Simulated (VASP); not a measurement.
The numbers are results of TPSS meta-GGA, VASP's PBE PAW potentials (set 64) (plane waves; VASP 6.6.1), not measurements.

A VASP calculation is set up with these files.

### KPOINTS
```
kpoints
0
Gamma
 16 16 16
```

### POSCAR
```
In
1.0
 -1.5842627706   1.5842627706   2.4321996529
  1.5842627706  -1.5842627706   2.4321996529
  1.5842627706   1.5842627706  -2.4321996529
In
1
Cart
  0.0000000000   0.0000000000   0.0000000000
```

**INCAR**
```
SYSTEM = In
PREC = Accurate
ENCUT = 520
EDIFF = 1E-7
NELM = 100
ALGO = Normal
LREAL = .FALSE.
LASPH = .TRUE.
ISMEAR = 1
SIGMA = 0.1
METAGGA = TPSS
LMIXTAU = .TRUE.
LMAXMIX = 4
LWAVE = .FALSE.
LCHARG = .FALSE.
ISIF = 4
IBRION = 2
NSW = 30
EDIFFG = -0.01
```

POTCAR, in this order: In_d (PBE.64 set). Program: vasp_std.

What will the output report for the number of irreducible k-points (NKPTS), largest plane-wave count, number of space-group operations, FFT grid (NGX, NGY, NGZ)?

- number of irreducible k-points (NKPTS) = 349
- largest plane-wave count = 676
- number of space-group operations = 16
- FFT grid (NGX, NGY, NGZ) = 28 × 28 × 28

The compound is In in the bct structure. This cell is one point of a volume scan, at 0.94 of the reference volume.
